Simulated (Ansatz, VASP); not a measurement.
## YS in two plane-wave programs

Wanted: the spread between two codes on one cell, functional and k mesh. The cell is taken from a series of runs on this material, whose earlier steps may have relaxed, scaled, displaced or heated it; both programs get it as it stands.

Method: plane waves, with VASP 6.6.1 beside it; zone-centre phonons at PBEsol, in Ansatz 0.2.0.

**1. The structure**

It takes space group Fm-3m (No. 225, cubic). Conventional cell: a = 5.460 Å, b = 5.460 Å, c = 5.460 Å, α = 90.00°, β = 90.00°, γ = 90.00°. Nearest to Y lie 6 S at 2.73 Å. S has 6 Y at 2.73 Å nearest. Farther neighbours and most contacts between anions are not listed.

**2. Ansatz: zone-centre phonons, PBEsol**

Ansatz runs on its PAW soft_1 files.

Second derivatives magnify differences that forces hide, and they need a tight electronic threshold.

The input, input.yaml:

```yaml
crystal:
  lattice:
    - [0.0, 2.7301649189, 2.7301649189]
    - [2.7301649189, 0.0, 2.7301649189]
    - [2.7301649189, 2.7301649189, 0.0]
  atoms:
    - { symbol: "Y", position: [0.5, 0.5, 0.5] }
    - { symbol: S, position: [0.0, 0.0, 0.0] }
kpoints:
  mp_grid: { grid: [16, 16, 16] }
hamiltonian:
  xc: pbesol
  pseudopotentials: { kind: paw, azcp: { folder: soft_1 }, xc_functional: pbe }
scf:
  occupations: { method: fermi_dirac, width: 0.1 }
output:
  eigenvalues: true
phonons:
  method: dfpt
  qpoints:
    - [0, 0, 0]
    - [0.0625, 0.0, 0.0625]
    - [0.1875, 0.0, 0.1875]
    - [0.3125, 0.0, 0.3125]
    - [0.4375, 0.0, 0.4375]
```

Started as:

```bash
$ ansatz run input.yaml --threads 4 --pin off --max-ram 12288MiB --backend cpu --events-out ev --progress --plain --runs-dir out
```

Numbers of over 12 decimals in the logs are rounded to 6 here.

The program printed:

```text
Engine: ansatz 0.2.0, aarch64-unknown-linux-gnu
Pseudopotentials: kind: paw
Pseudopotential: Y, paw, valence charge 11, recommended cutoff 420 eV (normal), soft_1/Y.paw.azcp
Pseudopotential: S, paw, valence charge 6, recommended cutoff 420 eV (normal), soft_1/S.paw.azcp
Functional definition: PBEsol
  exchange = pbesol_x
  correlation = pbesol_c
Crystal: 2 atoms, lattice volume = 40.700 Å³
Basis set: ecut = 420 eV, 821 PW (Γ), exchange–correlation on 54×54×54 points (8 copies of the dense FFT grid, shifted against one another)
Bands: 13, of which v1, the nominal top of the filled ones, is band 9 counted from 1 (8 counted from 0)
Symmetry: 48 space group operations
k-points: 145 of 4096
Non-local potential: Y, projectors of the file, l = 0: 3, l = 1: 2, l = 2: 2, l = 3: 1
Non-local potential: S, projectors of the file, l = 0: 2, l = 1: 2, l = 2: 1
PAW form: soft (Blöchl's): semilocal exchange-correlation on the pseudo side does not see the compensation charge
PAW frozen core: Y, regenerated for the run's functional, and the local potential with it (the file was generated under x = pbe(κ = 0.804, μ = 0.219515), c = pbe(β = 0.066725))
PAW frozen core: S, regenerated for the run's functional, and the local potential with it (the file was generated under x = pbe(κ = 0.804, μ = 0.219515), c = pbe(β = 0.066725))
PAW one-centre angular grid: Y, 590 points (default); XC on 64 Gauss nodes
PAW one-centre angular grid: S, 110 points (default); XC on 64 Gauss nodes
Initial density: superposition of atomic densities (chi_scale 0.1, normalization cell, long waves kept (reshape's long-wave potential 0.00 eV rms))
Initial wavefunctions: pseudopotential atomic-orbital guess
Functional: x = pbesol(κ = 0.804, μ = 0.123457), c = pbesol(β = 0.046)
SCF iter   1: F=—  HF=-4684.382178 eV  |F-HF|=—  |Δ(HF+E_count)|=         —  Δρ=2.43e-2  dr2=2.67e-1  ethr=3.10e-3  ⟨swp⟩=6.3  Hψ=26812  notcnv=0  defer=5
automatic band count: the SCF goes on with 17 bands, as 13 were too few: the levels above may hold too much charge
preconditioner: auto → Kerker (q_TF=auto, 2.359 Å⁻¹)  [metal: Δε(μ)=0.016 eV  Ē_g=11.528 eV  σ=0.100 eV  W_gap=0.04  n_scr=14 (ndim 8)  ℏωp=17.5 eV  f_vac=0.000  D(μ)=0.86/eV (n_scr^D=0)]
SCF iter   2: F=—  HF=-4684.314095 eV  |F-HF|=—  |Δ(HF+E_count)|=   6.81e-2  Δρ=1.25e-2  dr2=6.63e-2  ethr=1.57e-3  ⟨swp⟩=2.0  Hψ=4348  notcnv=0  defer=185
SCF iter   3: F=—  HF=-4684.295669 eV  |F-HF|=—  |Δ(HF+E_count)|=   1.84e-2  Δρ=2.62e-3  dr2=3.60e-3  ethr=3.90e-4  ⟨swp⟩=2.6  Hψ=4141  notcnv=0  defer=214
SCF iter   4: F=—  HF=-4684.294973 eV  |F-HF|=—  |Δ(HF+E_count)|=   6.96e-4  Δρ=6.50e-4  dr2=1.82e-4  ethr=2.12e-5  ⟨swp⟩=2.0  Hψ=2722  notcnv=0  defer=214
SCF iter   5: F=—  HF=-4684.294926 eV  |F-HF|=—  |Δ(HF+E_count)|=   4.70e-5  Δρ=1.80e-4  dr2=1.10e-5  ethr=1.07e-6  ⟨swp⟩=2.0  Hψ=2811  notcnv=0  defer=214
SCF iter   6: F=—  HF=-4684.294929 eV  |F-HF|=—  |Δ(HF+E_count)|=   2.88e-6  Δρ=2.85e-5  dr2=2.83e-7  ethr=6.46e-8  ⟨swp⟩=2.1  Hψ=2717  notcnv=0  defer=214
SCF iter   7: F=—  HF=-4684.294929 eV  |F-HF|=—  |Δ(HF+E_count)|=   1.50e-7  Δρ=4.06e-6  dr2=4.96e-9  ethr=1.67e-9  ⟨swp⟩=2.5  Hψ=3412  notcnv=0  defer=214
SCF iter   8: F=—  HF=-4684.294929 eV  |F-HF|=—  |Δ(HF+E_count)|=   2.09e-9  Δρ=3.59e-7  dr2=6.36e-11  ethr=2.92e-11  ⟨swp⟩=2.9  Hψ=3590  notcnv=0  defer=214
SCF iter   9: F=-4684.294929 eV  HF=-4684.294929 eV  |F-HF|=1.82e-12  |Δ(HF+E_count)|=  4.55e-12  Δρ=7.24e-8  dr2=2.25e-12  ethr=1.00e-12  ⟨swp⟩=10.6  Hψ=10895  notcnv=0
SCF 1 converged in 9 iterations: F = -4684.294929 eV  dr2 = 2.25e-12
  greatest PAW one-centre occupation: 0.992 electrons in one spin orbital (limit 2), on the Y atom at site 0 (counted from 0), in its partial waves of l = 0
NSCF: frozen V_eff on 145 k-points
NSCF: frozen V_eff on 349 k-points
DFPT response loops at q = (0, 0, 0) (fractional): preconditioner auto → Kerker (q_TF=auto, 2.359 Å⁻¹) (partly filled bands, converged f_vac=0.000); β = 1.00, the filter's whole step (`scf.mixing.beta` (0.50) is not read by the response loops under this deck's `scf.mixing.preconditioner`; to damp them name `kerker` or `kerker_dos`, under which they read `scf.mixing.beta`, and type it under 1.00, their step now; both keys bind the ground state too); Broyden in place of MSR1
NSCF: frozen V_eff on 2320 k-points
DFPT response loops at q = (0.0625, 0, 0.0625) (fractional): mixed as the last ones told, above
NSCF: frozen V_eff on 2320 k-points
DFPT response loops at q = (0.1875, 0, 0.1875) (fractional): mixed as the last ones told, above
NSCF: frozen V_eff on 2320 k-points
DFPT response loops at q = (0.3125, 0, 0.3125) (fractional): mixed as the last ones told, above
NSCF: frozen V_eff on 2320 k-points
DFPT response loops at q = (0.4375, 0, 0.4375) (fractional): mixed as the last ones told, above
SCF converged after 9 iterations
Free energy (F): -4684.294929 eV
Harris-Foulkes:  -4684.294929 eV  (|F-HF|=1.82e-12)
Internal energy: -4684.267031 eV  (E = F + TS)
E sigma→0 (E₀):  -4684.280980 eV
Entropy (-TS):   -0.027897 eV (-13.949 meV/atom)
Fermi energy:    12.548639 eV
--- Per-component energies (eV) ---
  E_band       = -73.478120
  E_kinetic    = 426.939566
  E_local      = -598.891909  (includes V_loc(G=0)·N_el)
  E_nonlocal   = 62.113664
  E_hartree    = 188.514880
  E_xc         = -268.351189
  E_vxc        = -291.664729  (∫ρ·V_xc dr)
  E_paw        = -3355.996652  (= ΣΔE_a)
  E_vpaw       = -49.004475  (= ΣTr[D̂ρ^β])
  E_aug_tail   = 0.000023  (compensation charges beyond the density's cutoff)
  E_ewald      = -1138.806137
  E_core_change = 0.210723  (= ΣΔE_core)
  E_smearing   = -0.027897  (= −TS)
  E_closure    = 0.000000  (closes the sum)
  Σ components = -4684.294929   (vs F -4684.294929, Δ=0.00e0)
--- Band table (eV; the first three rows and the last of 145) ---
  k-point 0: bands = [... 5 lower, 9.1704, 9.1704, 9.1704, 12.3414, 12.3414, 12.3414, 13.1992, 13.1992, ... 4 higher]
  k-point 1: bands = [... 5 lower, 8.9259, 9.0432, 9.0432, 12.4001, 12.4265, 12.4265, 13.3925, 13.3925, ... 4 higher]
  k-point 2: bands = [... 5 lower, 8.3398, 8.7316, 8.7316, 12.5099, 12.6563, 12.6563, 13.9230, 13.9230, ... 4 higher]
  k-point 144: bands = [... 5 lower, 7.0655, 7.3327, 7.3327, 13.4039, 13.4039, 15.3930, 16.0608, 16.4936, ... 4 higher]
--- Phonons (Γ-DFPT): 2 representative perturbations + reference (Σ response iterations 6) ---
  ASR residual: 3.483e-4 → 0.000e0 eV/Å²; symmetrization residual: 8.660e-7 eV/Å²
  ASR residual per site (eV/Å²): 3.48e-4 1.25e-5
  Γ frequencies (cm⁻¹): 0.00 0.00 0.00 297.81 297.81 297.81
  non-analytic LO–TO correction: not included (Born effective charges unavailable; polar crystals: no LO–TO splitting at Γ)
--- Phonons (arbitrary-q DFPT): 5 explicit q-points ---
  q = [0, 0, 0] (of the zone-centre solve; hermiticity 2.25e-7, symmetrization 1.42e-13): -0.00 0.00 0.00 297.81 297.81 297.81
  q = [0.0625, 0, 0.0625] (4 solved perturbations in 3616 linear systems a pass and spin channel, the states on 1160 of 4096 k-point pairs; hermiticity 1.99e-7, symmetrization 3.37e-11): 17.56 17.56 53.46 297.54 297.72 297.72
  q = [0.1875, 0, 0.1875] (4 solved perturbations in 3616 linear systems a pass and spin channel, the states on 1160 of 4096 k-point pairs; hermiticity 8.54e-7, symmetrization 1.42e-10): 53.96 53.96 127.16 291.52 294.91 294.91
  q = [0.3125, 0, 0.3125] (4 solved perturbations in 3616 linear systems a pass and spin channel, the states on 1160 of 4096 k-point pairs; hermiticity 4.01e-7, symmetrization 1.89e-11): 83.05 83.05 122.84 291.21 291.21 292.09
  q = [0.4375, 0, 0.4375] (4 solved perturbations in 3616 linear systems a pass and spin channel, the states on 1160 of 4096 k-point pairs; hermiticity 9.35e-8, symmetrization 5.78e-12): 95.56 95.56 103.81 291.91 291.91 297.71
  sum rule: each row above includes the acoustic sum rule's correction from the zone centre's row sums; it moved no ω² by more than (1.03 cm⁻¹)²
```

(Part 1 of 2 ends here.)

[Lines on the potential files, build, host, timing and source positions are cut from VASP's logs without a mark.]

[Logs are printed without paths, hosts, clocks, repeated set-up lines and the standing remarks that a program may print on its own settings, such as how far it seeks lower states.]

[Hosts, paths, dates, database ids (printed as entryN), source tags and the programs' standing remarks are cut or masked in the printed files.]
